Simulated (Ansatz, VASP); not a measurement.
# Pt (Pt(100)): VASP beside Ansatz, part 2 of 2

Wanted: the spread between two codes on one cell, functional and k mesh. Of the first pair: The structure shown is the start of the Ansatz relaxation below; VASP solves that cell, so the two are compared at the walk's first step.

VASP 6.6.1 and Ansatz 0.2.0.

So far. Step 4 (Differences): The forces differ by 7.3 meV/Å r.m.s., which is 7.9 % of the r.m.s. force of 0.092 eV/Å (both taken over all components). With vacuum in the cell, a pressure given here is an average over mostly empty space and none of the material.

## 5. Ansatz: relaxation, PBE

Level of this step: Ansatz beside VASP: Kohn-Sham DFT, plane waves, PBE (Ansatz).

This run makes the geometry at which the two programs are then compared.

The structure compared here is the end of the Ansatz relaxation.

Input file input.yaml:

```yaml
crystal:
  lattice:
    - [2.7718585823, 0.0, 0.0]
    - [0.0, 2.7718585823, 0.0]
    - [0.0, 0.0, 23.88]
  atoms:
    - { symbol: Pt, position: [0.5, 0.5, 0.3768844221] }
    - { symbol: Pt, position: [0.0, 0.0, 0.458961474] }
    - { symbol: Pt, position: [0.5, 0.5, 0.541038526] }
    - { symbol: Pt, position: [0.0, 0.0, 0.6231155779] }
kpoints:
  mp_grid: { grid: [12, 12, 1] }
hamiltonian:
  xc: pbe
scf:
  occupations: { method: fermi_dirac, width: 0.1 }
  convergence: { dr2_threshold: 1.0e-08 }
efield:
  axis: 3
  dipole_correction: true
  ramp_position: 0.97
  ramp_width: 0.06
relax:
  f_tol: 0.02
  max_steps: 60
  constraints: [{ sites: [0, 1] }]
output:
  write_potential: true
  write_density: true
  volumetric_format: npy
```

Launch:

```console
> ansatz run input.yaml --threads 4 --pin off --max-ram 16384MiB --backend cpu --events-out ev --progress --plain --runs-dir out
```

Numbers of over 12 decimals in the logs are rounded to 6 here.

The program printed:

```text
[...]
Crystal: 4 atoms, lattice volume = 183.475 Å³
Basis set: ecut = 420 eV, 3659 PW (Γ), exchange–correlation on 40×40×320 points (8 copies of the dense FFT grid, shifted against one another)
Bands: 44, of which v1, the nominal top of the filled ones, is band 36 counted from 1 (35 counted from 0)
Symmetry: 8 space group operations
k-points: 28 of 144
[...]
--- Relaxed structure (4 steps of the walk, 4 accepted, 0 SCFs on fresh bases) ---
  F+E_penalty+E_count = -50090.44541254 eV   max|allowed force component| = 8.249e-4 eV/Å
  atoms:
    - { symbol: Pt, position: [0.5, 0.5, 0.3768844221] }
    - { symbol: Pt, position: [0.0, 0.0, 0.458961474] }
    - { symbol: Pt, position: [0.5, 0.5, 0.542925] }
    - { symbol: Pt, position: [0, 0.0, 0.625565] }
[key lines of the parts left out:]
SCF converged after 7 iterations
Free energy (F): -50090.445413 eV
Fermi energy:    3.855133 eV
Dipole field:    D = -0.000129 V/Å  (p = -0.000131 e·Å, saw-weighted, corrected)
Work function:   Φ+ = 5.6553 eV   Φ− = 5.6522 eV
```

## 6. VASP: single point, PBE, relaxed cell, pair 2

The same cell, functional, mesh and smearing now go to VASP, with its own data sets.

Input file INCAR:

```
SYSTEM = Pt
PREC = Accurate
ENCUT = 400
EDIFF = 1E-06
NELM = 120
ISMEAR = -1
SIGMA = 0.1
LREAL = .FALSE.
ALGO = Normal
GGA = PE
NBANDS = 26
LASPH = .TRUE.
LORBIT = 11
LWAVE = .FALSE.
LCHARG = .FALSE.
ISIF = 2
LDIPOL = .TRUE.
IDIPOL = 3
DIPOL = 0.5 0.5 0.501
LVHAR = .TRUE.
GGA_COMPAT = .FALSE.
NELMDL = -8
```

Input file POSCAR:

```
Pt
1.0
    2.7718585823      0.0000000000      0.0000000000
    0.0000000000      2.7718585823      0.0000000000
    0.0000000000      0.0000000000     23.8800000000
Pt
4
Direct
    0.5000000000      0.5000000000      0.3768844221
    0.0000000000      0.0000000000      0.4589614740
    0.5000000000      0.5000000000      0.5429253876
    0.0000000000      0.0000000000      0.6255650705
```

Input file KPOINTS:

```
Automatic mesh
0
Gamma
12 12 1
0 0 0
```

PAW data sets: Pt (PBE family, release 64).

Launch:

```console
> mpirun -np 1 vasp_std
```

The program printed:

```text
[... set-up lines as in an earlier step ...]
 entering main loop
       N       E                     dE             d eps       ncg     rms          rms(c)
DAV:   1     0.237261460776E+03    0.23726E+03   -0.15246E+04  1456   0.105E+03
DAV:   2    -0.111399819044E+02   -0.24840E+03   -0.23689E+03  1904   0.234E+02
DAV:   3    -0.239595940051E+02   -0.12820E+02   -0.12316E+02  1806   0.528E+01
DAV:   4    -0.243009671978E+02   -0.34137E+00   -0.33718E+00  1828   0.819E+00
[...]
DAV:  28    -0.227925847449E+02   -0.20652E-05   -0.49715E-07  1042   0.390E-03    0.309E-03
DAV:  29    -0.227925860478E+02   -0.13029E-05   -0.25632E-07   926   0.251E-03    0.142E-03
DAV:  30    -0.227925868641E+02   -0.81623E-06   -0.18635E-07   900   0.192E-03
   1 F= -.22792587E+02 E0= -.22677821E+02  d E =-.229531E+00
```

OUTCAR, selected parts (step 6):

```text
  Total       -1.8672513     -1.8672513      0.0240583      0.0000000      0.0000000      0.0000000
  in kB      -16.3056036    -16.3056036      0.2100870      0.0000000      0.0000000      0.0000000
  external PRESSURE =     -10.8003734 kB  Pullay stress =       0.0000000 kB

 POSITION                                       TOTAL-FORCE (eV/Angst)
 -----------------------------------------------------------------------------------
      1.38593      1.38593      9.00000        -0.000000      0.000000     -0.074397
      0.00000      0.00000     10.96000        -0.000000      0.000000      0.092554
      1.38593      1.38593     12.96506         0.000000      0.000000     -0.002358
      0.00000      0.00000     14.93849        -0.000000      0.000000     -0.015799
 -----------------------------------------------------------------------------------
    total drift:                                0.000000      0.000000      0.000281

  FREE ENERGIE OF THE ION-ELECTRON SYSTEM (eV)
  ---------------------------------------------------
  free  energy   TOTEN  =       -22.7925868641 eV

  energy  without entropy=      -22.5630560054  energy(sigma->0) =      -22.67782143

[... 2 parts as in an earlier step ...]

[... 1 further part left out ...]
[key lines of the parts left out:]
E-fermi :  -0.1428
```

## 7. Comparison

What differs besides the data sets and the points named for the pairs above, as far as they apply: the data sets hold 72 valence electrons in Ansatz (on its default PAW (the set named soft_2) files) and 40 in VASP. Total energies have different zeros and are not compared.

The two programs side by side:

```csv
quantity,Ansatz,VASP,difference
"work function, lower of the two faces (eV)",5.65,5.65,0.00
"work function, higher of the two faces (eV)",5.66,5.66,0.00
```

Forces (eV/Å; atoms numbered as in POSCAR):

```csv
atom,"Ansatz x, y, z","VASP x, y, z"
Pt1,"0.000, 0.000, -0.091","0.000, 0.000, -0.074"
Pt2,"0.000, 0.000, 0.091","0.000, 0.000, 0.093"
Pt3,"0.000, 0.000, 0.000","0.000, 0.000, -0.002"
Pt4,"0.000, 0.000, 0.001","0.000, 0.000, -0.016"
```

The forces differ by 6.9 meV/Å r.m.s., which is 20.0 % of the r.m.s. force of 0.035 eV/Å (both taken over all components). With vacuum in the cell, a pressure given here is an average over mostly empty space and none of the material.

## 8. What came out

| Property | Result |
| --- | --- |
| r.m.s. force difference (single point, PBE, start cell, pair 1) | 7.3 meV/Å |
| r.m.s. force difference (single point, PBE, relaxed cell, pair 2) | 6.9 meV/Å |

The r.m.s. force difference is 7.3 meV/Å (single point, PBE, start cell, pair 1), within the 12 meV/Å picked in this series as the mark of a large difference. The data sets hold unlike numbers of valence electrons (72 in Ansatz and 40 in VASP), so part of the differences comes from the potentials. Such differences can come from data sets, numerical settings and the points named under the comparisons, not from the functional's error against experiment.

[Lines on the potential files, build, host, timing and source positions are cut from VASP's logs without a mark.]

[Logs are printed without paths, hosts, clocks, repeated set-up lines and the standing remarks that a program may print on its own settings, such as how far it seeks lower states.]

[Hosts, paths, dates, database ids (printed as entryN), source tags and the programs' standing remarks are cut or masked in the printed files.]
